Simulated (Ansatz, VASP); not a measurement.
# SiC (Moissanite 3C): VASP beside Ansatz

Wanted: the spread between two codes on one cell, functional and k mesh. The structure shown comes from an earlier Ansatz run, which isn't shown and may have moved the atoms alone.

Calculated with Ansatz 0.2.0; plane waves, with VASP 6.6.1 beside it; elastic constants at PBE.

## Step 1: Starting point

Symmetry: F-43m, No. 216, cubic system. Conventional cell: a = 4.380 Å, b = 4.380 Å, c = 4.380 Å, α = 90.00°, β = 90.00°, γ = 90.00°. Nearest to Si lie 4 C at 1.90 Å. C has 4 Si at 1.90 Å nearest. Farther neighbours are not listed.

## Step 2: Ansatz: elastic constants, PBE

Ansatz runs on its PAW soft_1 files.

Elastic constants are differences of stresses under small strains, so they test the stress and the mesh.

Input file input.yaml:

```yaml
crystal:
  lattice:
    - [0.0, 2.189856375, 2.189856375]
    - [2.189856375, 0.0, 2.189856375]
    - [2.189856375, 2.189856375, 0.0]
  atoms:
    - { symbol: Si, position: [0.0, 0.0, 0.0] }
    - { symbol: C, position: [0.25, 0.25, 0.25] }
kpoints:
  mp_grid: { grid: [10, 10, 10] }
hamiltonian:
  xc: pbe
  pseudopotentials: { kind: paw, azcp: { folder: soft_1 } }
scf:
  occupations: { method: fixed }
output:
  forces: true
  stress: true
  eigenvalues: true
elastic:
  mode: relaxed_ion
  stencil: two_point
basis:
  ecutwfc: 320
```

Command:

```console
$ ansatz run input.yaml --threads 4 --pin off --max-ram 15360MiB --backend cpu --events-out ev --progress --plain --runs-dir out
```

Numbers of over 12 decimals in the logs are rounded to 6 here.

The log of the run:

```text
Warning: basis.ecutwfc = 320 eV is below the records' recommended 420 eV, and the density's cutoff is lower with it unless basis.ecutrho_ratio is high enough to keep the records' density cutoff: compare with a run at a higher cutoff
Engine: ansatz 0.2.0, aarch64-unknown-linux-gnu
Pseudopotentials: kind: paw
Pseudopotential: Si, paw, valence charge 4, recommended cutoff 420 eV (normal), soft_1/Si.paw.azcp
Pseudopotential: C, paw, valence charge 4, recommended cutoff 420 eV (normal), soft_1/C.paw.azcp
Functional definition: PBE
  parameter kappa = 0.804
  parameter beta = 0.066725
  exchange = pbe_x(kappa = kappa, mu = beta*pi^2/3)
  correlation = pbe_c(beta = beta)
Crystal: 2 atoms, lattice volume = 21.003 Å³
Basis set: ecut = 320 eV, 283 PW (Γ), exchange–correlation on 40×40×40 points (8 copies of the dense FFT grid, shifted against one another)
Bands: 8, of which v1, the nominal top of the filled ones, is band 4 counted from 1 (3 counted from 0)
Symmetry: 24 space group operations
Space group: F-43m (ITA 216), of the structure as read, at distance tolerance 2.8e-5 Å
k-points: 47 of 1000 (time reversal used)
Non-local potential: Si, projectors of the file, l = 0: 2, l = 1: 2, l = 2: 1
Non-local potential: C, projectors of the file, l = 0: 2, l = 1: 2, l = 2: 1
PAW form: soft (Blöchl's): semilocal exchange-correlation on the pseudo side does not see the compensation charge
PAW one-centre angular grid: Si, 110 points (default); XC on 64 Gauss nodes
PAW one-centre angular grid: C, 110 points (default); XC on 64 Gauss nodes
Initial density: superposition of atomic densities (chi_scale 0.1, normalization cell, long waves kept (reshape's long-wave potential 0.00 eV rms))
Initial wavefunctions: pseudopotential atomic-orbital guess
Functional: x = pbe(κ = 0.804, μ = 0.219515), c = pbe(β = 0.066725)
SCF iter   1: F=—  HF=-888.547871 eV  |F-HF|=—  |Δ(HF+E_count)|=         —  Δρ=1.34e-1  dr2=4.69e0  ethr=3.10e-3  ⟨swp⟩=4.5  Hψ=2601  notcnv=0  defer=26
preconditioner: auto → none  [insulator: Δε(μ)=3.237 eV  Ē_g=14.591 eV  n_scr=0 (ndim 8)  ℏωp=22.9 eV  f_vac=0.000  ε∞_Penn≈3.5]
SCF iter   2: F=—  HF=-887.188867 eV  |F-HF|=—  |Δ(HF+E_count)|=    1.36e0  Δρ=4.93e-2  dr2=3.22e-1  ethr=3.10e-3  ⟨swp⟩=3.1  Hψ=1205  notcnv=0  defer=84
SCF iter   3: F=—  HF=-887.111235 eV  |F-HF|=—  |Δ(HF+E_count)|=   7.76e-2  Δρ=1.97e-2  dr2=4.24e-2  ethr=3.10e-3  ⟨swp⟩=2.3  Hψ=692  notcnv=0  defer=86
SCF iter   4: F=—  HF=-887.108978 eV  |F-HF|=—  |Δ(HF+E_count)|=   2.26e-3  Δρ=1.40e-3  dr2=2.76e-4  ethr=5.30e-4  ⟨swp⟩=2.0  Hψ=478  notcnv=0  defer=86
SCF iter   5: F=—  HF=-887.109095 eV  |F-HF|=—  |Δ(HF+E_count)|=   1.17e-4  Δρ=2.15e-4  dr2=3.42e-6  ethr=3.45e-6  ⟨swp⟩=2.5  Hψ=646  notcnv=0  defer=87
SCF iter   6: F=—  HF=-887.109120 eV  |F-HF|=—  |Δ(HF+E_count)|=   2.51e-5  Δρ=5.41e-5  dr2=3.04e-7  ethr=4.27e-8  ⟨swp⟩=2.0  Hψ=563  notcnv=0  defer=7
SCF iter   7: F=—  HF=-887.109121 eV  |F-HF|=—  |Δ(HF+E_count)|=   5.37e-7  Δρ=6.75e-6  dr2=4.54e-9  ethr=3.81e-9  ⟨swp⟩=2.0  Hψ=537  notcnv=0
SCF iter   8: F=—  HF=-887.109121 eV  |F-HF|=—  |Δ(HF+E_count)|=  5.73e-11  Δρ=3.79e-7  dr2=1.59e-11  ethr=5.68e-11  ⟨swp⟩=2.2  Hψ=570  notcnv=0
SCF iter   9: F=-887.109121 eV  HF=-887.109121 eV  |F-HF|=0.00e0  |Δ(HF+E_count)|=  9.78e-12  Δρ=1.83e-8  dr2=4.13e-14  ethr=1.00e-12  ⟨swp⟩=5.1  Hψ=2382  notcnv=0
SCF 1 converged in 9 iterations: F = -887.109121 eV  dr2 = 4.13e-14
  greatest PAW one-centre occupation: 0.643 electrons in one spin orbital (limit 2), on the C atom at site 1 (counted from 0), in its partial waves of l = 0
Crystal: 2 atoms, lattice volume = 20.961 Å³
Symmetry: 8 space group operations
k-points: 102 of 1000 (time reversal used)
Initial density: handed on by an earlier stage of this run
Initial wavefunctions: those handed on with the density
iter 1 solved again at ethr=8.32e-7 eV; its pass at ethr=3.10e-3 eV (dr2=6.66e-5 eV) is discarded
[...]
preconditioner: auto → none  [insulator: Δε(μ)=1.356 eV  Ē_g=13.937 eV  n_scr=0 (ndim 8)  ℏωp=22.9 eV  f_vac=0.000  ε∞_Penn≈3.7]
[...]
SCF 7 converged in 10 iterations: F = -887.109169 eV  dr2 = 6.33e-18
[...]
SCF 8 converged in 8 iterations: F = -887.109163 eV  dr2 = 2.89e-15
relax step   1: F+E_penalty+E_count = -887.10916261 eV  Δ(F+E_penalty+E_count) = +0.000e0 eV  max|allowed force component| = 1.538e-2 eV/Å  Δτ_max = 0.0000 Å  (8 SCF iters, accepted)
[...]
SCF 9 converged in 7 iterations: F = -887.109169 eV  dr2 = 1.67e-15
relax step   2: F+E_penalty+E_count = -887.10916894 eV  Δ(F+E_penalty+E_count) = -6.330e-6 eV  max|allowed force component| = 2.067e-7 eV/Å  Δτ_max = 0.0004 Å  (7 SCF iters, accepted)
[...]
SCF iter   1: F=—  HF=-887.109148 eV  |F-HF|=—  |Δ(HF+E_count)|=         —  Δρ=2.78e-6  dr2=9.69e-10  ethr=1.21e-11  ⟨swp⟩=2.7  Hψ=10326  notcnv=0
SCF iter   2: F=—  HF=-887.109169 eV  |F-HF|=—  |Δ(HF+E_count)|=   2.08e-5  Δρ=2.11e-6  dr2=8.35e-10  ethr=1.21e-11  ⟨swp⟩=3.4  Hψ=2636  notcnv=0
SCF iter   3: F=—  HF=-887.109169 eV  |F-HF|=—  |Δ(HF+E_count)|=  1.96e-10  Δρ=1.08e-6  dr2=1.76e-10  ethr=1.04e-11  ⟨swp⟩=1.1  Hψ=1392  notcnv=0
SCF iter   4: F=—  HF=-887.109169 eV  |F-HF|=—  |Δ(HF+E_count)|=  3.10e-11  Δρ=6.88e-7  dr2=6.30e-11  ethr=2.20e-12  ⟨swp⟩=1.0  Hψ=1368  notcnv=0
SCF iter   5: F=—  HF=-887.109169 eV  |F-HF|=—  |Δ(HF+E_count)|=  6.71e-12  Δρ=4.51e-7  dr2=2.53e-11  ethr=7.87e-13 (applied; sched 1.00e-12)  ⟨swp⟩=1.0  Hψ=1368  notcnv=0
SCF iter   6: F=—  HF=-887.109169 eV  |F-HF|=—  |Δ(HF+E_count)|=  9.09e-13  Δρ=3.72e-7  dr2=1.75e-11  ethr=3.16e-13 (applied; sched 1.00e-12)  ⟨swp⟩=1.0  Hψ=1368  notcnv=0
SCF iter   7: F=—  HF=-887.109169 eV  |F-HF|=—  |Δ(HF+E_count)|=  1.59e-12  Δρ=2.23e-7  dr2=6.09e-12  ethr=2.18e-13 (applied; sched 1.00e-12)  ⟨swp⟩=1.0  Hψ=1368  notcnv=0
SCF iter   8: F=—  HF=-887.109169 eV  |F-HF|=—  |Δ(HF+E_count)|=  2.27e-13  Δρ=1.39e-7  dr2=2.43e-12  ethr=7.61e-14 (applied; sched 1.00e-12)  ⟨swp⟩=1.0  Hψ=1368  notcnv=0
SCF iter   9: F=—  HF=-887.109169 eV  |F-HF|=—  |Δ(HF+E_count)|=  3.41e-13  Δρ=4.26e-8  dr2=2.25e-13  ethr=3.04e-14 (applied; sched 1.00e-12)  ⟨swp⟩=1.9  Hψ=1782  notcnv=0
SCF iter  10: F=-887.109169 eV  HF=-887.109169 eV  |F-HF|=2.27e-13  |Δ(HF+E_count)|=  1.14e-13  Δρ=2.14e-10  dr2=6.41e-18  ethr=1.00e-12  ⟨swp⟩=4.0  Hψ=4085  notcnv=0
SCF 10 converged in 10 iterations: F = -887.109169 eV  dr2 = 6.41e-18
SCF converged after 9 iterations
Free energy (F): -887.109121 eV
Harris-Foulkes:  -887.109121 eV  (|F-HF|=0.00e0)
Internal energy: -887.109121 eV  (E = F + TS)
E sigma→0 (E₀):  -887.109121 eV
Fermi energy:    9.297055 eV
--- Per-component energies (eV) ---
  E_band       = 27.496266
  E_kinetic    = 132.824985
  E_local      = -96.234137  (includes V_loc(G=0)·N_el)
  E_nonlocal   = 44.673043
  E_hartree    = 31.944964
  E_xc         = -105.491353
  E_vxc        = -108.465957  (∫ρ·V_xc dr)
  E_paw        = -611.454905  (= ΣΔE_a)
  E_vpaw       = -9.191820  (= ΣTr[D̂ρ^β])
  E_aug_tail   = 0.000224  (compensation charges beyond the density's cutoff)
  E_ewald      = -283.371943
  E_smearing   = -0.000000  (= −TS)
  E_closure    = 0.000000  (closes the sum)
  Σ components = -887.109121   (vs F -887.109121, Δ=0.00e0)
--- Forces (eV/Å), atoms counted from 1 ---
  atom   1  Si     0.00000000     0.00000000     0.00000000
  atom   2  C     -0.00000000     0.00000000     0.00000000
  max |Σ_I F_I| component: 1.48e-16 eV/Å
--- Stress (GPa, compression-positive) ---
        0.043867       0.000000      -0.000000
       -0.000000       0.043867       0.000000
       -0.000000       0.000000       0.043867
  P = ⅓ Tr σ = 0.0439 GPa (0.439 kbar)
--- Band table (eV; the first three rows and the last of 47) ---
  k-point 0: bands = ["-6.0005", "9.2971", "9.2971", "9.2971", "15.3166", "16.5006", "16.5006", "16.5006"]
  k-point 1: bands = ["-5.8069", "8.2930", "9.1688", "9.1688", "15.6101", "16.7420", "16.7420", "16.7514"]
  k-point 2: bands = ["-5.2370", "6.1795", "8.8607", "8.8607", "15.3523", "17.1046", "17.1046", "17.9261"]
  k-point 46: bands = ["-0.8556", "2.1840", "4.5605", "4.7753", "13.9662", "17.2590", "19.1936", "20.3758"]
--- Elastic constants: 2 strain directions × 2 members + reference (group order 24) ---
  dense FFT box of the reference and of every strained cell: 20×20×20
  strains applied: 11, 23; error gains: componentwise 1.00 (the most a stress slope's error grows in a printed constant), spectral 1.73 (1 for all six strains in a standard setting)
  C = ∂σ_k/∂η_j (tension-positive GPa; Voigt order 11 22 33 23 13 12):
       385.005    128.393    128.393      0.000      0.000     -0.000
       128.393    385.005    128.393      0.000      0.000     -0.000
       128.393    128.393    385.005      0.000      0.000     -0.000
        -0.000     -0.000     -0.000    239.480     -0.000      0.000
         0.000      0.000      0.000      0.000    239.480      0.000
        -0.000      0.000     -0.000      0.000      0.000    239.480
  reference stress σ⁰ (GPa):     -0.044     -0.044     -0.044     -0.000      0.000      0.000
  C* (energy form; C + prestress term) asymmetry max|C*_kj − C*_jk| = 2.223e-15 GPa — a small one proves nothing (zero by symmetry where the batch's group is 432, −43m or m−3m); a large one is finite-difference/SCF noise where every solve meets its electron count
  moduli (Voigt/Reuss/Hill, GPa): K = 213.93/213.93/213.93   G = 195.01/177.84/186.43   E = 433.39   ν = 0.162
  mechanically stable: yes (min eigenvalue of sym C = 239.48 GPa)
  strain η (Voigt 11):  stress-route row diagonal C_11 = 385.01 GPa, energy-path curvature d²(F+E_count+ΔE)/dδ²/Ω₀ = 388.28 GPa
         δ    σ_11 (GPa)             F (eV)   n_scf  n_hpsi   n_pw
    -2.000e-3      -0.8171        -887.1093150       7   15166    290   relax 0 steps, max|allowed force component| 1.11e-16 eV/Å
     2.000e-3       0.7229        -887.1092179       6   14154    291   relax 0 steps, max|allowed force component| 1.11e-16 eV/Å
  strain η (Voigt 23):  stress-route row diagonal C_44 = 239.48 GPa, energy-path curvature d²(F+E_count+ΔE)/dδ²/Ω₀ = 242.72 GPa
         δ    σ_23 (GPa)             F (eV)   n_scf  n_hpsi   n_pw
    -2.000e-3      -0.4790        -887.1091689      10   28298    288   relax 3 steps, max|allowed force component| 3.41e-7 eV/Å
     2.000e-3       0.4790        -887.1091689      10   28285    288   relax 2 steps, max|allowed force component| 2.07e-7 eV/Å
```

(Continued in part 2 of 2.)

[Lines on the potential files, build, host, timing and source positions are cut from VASP's logs without a mark.]

[Logs are printed without paths, hosts, clocks, repeated set-up lines and the standing remarks that a program may print on its own settings, such as how far it seeks lower states.]

[Hosts, paths, dates, database ids (printed as entryN), source tags and the programs' standing remarks are cut or masked in the printed files.]
